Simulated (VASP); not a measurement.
These are LDA (Ceperley-Alder, Perdew-Zunger), VASP's LDA PAW potentials (set 64) (plane waves; VASP) values and carry that method's errors.

The input files of a VASP run:

File KPOINTS:
```
Automatic mesh
0
Gamma
6 6 7
0 0 0
```

### INCAR
```
SYSTEM = LaPt5
PREC = Accurate
ENCUT = 300
EDIFF = 1E-6
NELM = 100
ALGO = Normal
LREAL = .FALSE.
LASPH = .TRUE.
ISMEAR = 0
SIGMA = 0.1
LMAXMIX = 6
LWAVE = .FALSE.
LCHARG = .FALSE.
ISIF = 2
```

**POSCAR**
```
LaPt5
1
    5.4285500000     0.0000000000     0.0000000000
   -2.7142750000     4.7012620000     0.0000000000
    0.0000000000     0.0000000000     4.3933300000
La Pt
1 5
Direct
  0.0000000000   0.0000000000   0.0000000000
  0.3333330000   0.6666670000   0.0000000000
  0.6666670000   0.3333330000   0.0000000000
  0.5000000000   0.0000000000   0.5000000000
  0.5000000000   0.5000000000   0.5000000000
  0.0000000000   0.5000000000   0.5000000000
```

POTCAR, in this order: La Pt (LDA.64 set). Program: vasp_std.

The resulting files:

**OSZICAR**
```
       N       E                     dE             d eps       ncg     rms          rms(c)
DAV:   1     0.423029766691E+03    0.42303E+03   -0.18342E+04  2080   0.152E+03
DAV:   2     0.240051569228E+02   -0.39902E+03   -0.37858E+03  2292   0.342E+02
DAV:   3    -0.412025578723E+02   -0.65208E+02   -0.60243E+02  3096   0.125E+02
DAV:   4    -0.506298700818E+02   -0.94273E+01   -0.88196E+01  3720   0.408E+01
DAV:   5    -0.514699050480E+02   -0.84003E+00   -0.78978E+00  3016   0.875E+00    0.243E+01
DAV:   6    -0.483211827511E+02    0.31487E+01   -0.74047E+01  3520   0.709E+01    0.144E+01
DAV:   7    -0.479700416570E+02    0.35114E+00   -0.11237E+01  3208   0.303E+01    0.860E+00
DAV:   8    -0.475245244300E+02    0.44552E+00   -0.37748E+00  3092   0.128E+01    0.402E+00
DAV:   9    -0.475551249624E+02   -0.30601E-01   -0.99505E-01  3680   0.737E+00    0.177E+00
DAV:  10    -0.474483769644E+02    0.10675E+00   -0.39890E-01  3272   0.573E+00    0.549E-01
DAV:  11    -0.474471321166E+02    0.12448E-02   -0.30711E-02  3616   0.109E+00    0.271E-01
DAV:  12    -0.474453568073E+02    0.17753E-02   -0.94516E-03  3232   0.789E-01    0.520E-02
DAV:  13    -0.474454538422E+02   -0.97035E-04   -0.12435E-03  3656   0.217E-01    0.363E-02
DAV:  14    -0.474454388878E+02    0.14954E-04   -0.69509E-05  3284   0.516E-02    0.260E-02
DAV:  15    -0.474454224533E+02    0.16434E-04   -0.67029E-05  3052   0.664E-02    0.460E-03
DAV:  16    -0.474454225145E+02   -0.61215E-07   -0.41258E-06  2672   0.106E-02
   1 F= -.47445423E+02 E0= -.47434309E+02  d E =-.222262E-01
```

File OUTCAR:
```
------------------------ aborting loop because EDIFF is reached ----------------------------------------
  FORCE on cell =-STRESS in cart. coord.  units (eV):
  Direction    XX          YY          ZZ          XY          YZ          ZX
  --------------------------------------------------------------------------------------
  Total       -5.5659142     -5.5659137     -6.3667894      0.0000000     -0.0000000      0.0000000
  in kB      -79.5343915    -79.5343846    -90.9785364      0.0000000     -0.0000000      0.0000000
  external PRESSURE =     -83.3491042 kB  Pullay stress =       0.0000000 kB
  volume of cell :      112.12
      direct lattice vectors                 reciprocal lattice vectors
     5.428550000  0.000000000  0.000000000     0.184211253  0.106354421  0.000000000
    -2.714275000  4.701262000  0.000000000     0.000000000  0.212708843  0.000000000
     0.000000000  0.000000000  4.393330000     0.000000000  0.000000000  0.227617775
 POSITION                                       TOTAL-FORCE (eV/Angst)
 -----------------------------------------------------------------------------------
      0.00000      0.00000      0.00000         0.000000      0.000000      0.000000
     -0.00000      3.13418      0.00000         0.000000      0.000000      0.000000
      2.71428      1.56709      0.00000        -0.000000      0.000000      0.000000
      2.71428      0.00000      2.19666         0.000000      0.000000      0.000000
      1.35714      2.35063      2.19666         0.000000      0.000000      0.000000
     -1.35714      2.35063      2.19666         0.000000      0.000000      0.000000
 -----------------------------------------------------------------------------------
    total drift:                               -0.000000     -0.000000      0.000000
  FREE ENERGIE OF THE ION-ELECTRON SYSTEM (eV)
  ---------------------------------------------------
  free  energy   TOTEN  =       -47.4454225145 eV

  energy  without entropy=      -47.4231962886  energy(sigma->0) =      -47.43430940
```
(Selected blocks of OUTCAR.)

**OUTCAR**
```
 val. band max:        9.7722733337   @ k =   0.0000   0.0000   0.1429

 cond. band min:       9.7828682204   @ k =   0.3333   0.1667   0.4286


 Fermi energy:         9.7791630910

 k-point     1 :       0.0000    0.0000    0.0000
  band No.  band energies     occupation
      1     -22.3418      2.00000
      2      -6.1888      2.00000
      3      -6.1888      2.00000
      4      -6.0760      2.00000
      5       0.5458      2.00000
      6       3.1394      2.00000
      7       4.3383      2.00000
      8       4.3383      2.00000
      9       4.4458      2.00000
     10       4.4458      2.00000
     11       4.4774      2.00000
     12       4.8774      2.00000
     13       4.9584      2.00000
     14       4.9585      2.00000
     15       5.6062      2.00000
     16       6.1362      2.00000
     17       6.1363      2.00000
     18       7.2738      2.00000
     19       7.2739      2.00000
     20       7.3003      2.00000
     21       7.3870      2.00000
     22       7.3870      2.00000
     23       8.1096      2.00000
     24       8.1096      2.00000
     25       8.1526      2.00000
     26       8.5235      2.00000
     27       8.5235      2.00000
     28       9.8294      0.47767
     29      10.2665      0.00000
     30      10.2665      0.00000
     31      10.3657      0.00000
     32      10.7803      0.00000
     33      11.5490      0.00000
     34      11.5491      0.00000
     35      11.8156      0.00000
     36      11.8199      0.00000

 k-point     2 :       0.1667    0.0000    0.0000
  band No.  band energies     occupation
      1     -22.3408      2.00000
      2      -6.2153      2.00000
      3      -6.1881      2.00000
      4      -6.0796      2.00000
      5       0.7973      2.00000
      6       3.3571      2.00000
      7       4.2954      2.00000
      8       4.3845      2.00000
      9       4.4330      2.00000
     10       4.5702      2.00000
     11       4.6734      2.00000
     12       4.7481      2.00000
...
```

At this cut-off the stress carries a Pulay error, which pulls relaxed volumes low. Unless said otherwise, spin-orbit coupling is left out, though it shifts the bands of the heavy elements here.

The structure comes from a computed database's LaPt5 entry (P6/mmm); how it stands against other phases isn't given here. The cell was not relaxed at this level. The electron count is odd and the run is not spin-polarised, which forces a metal.
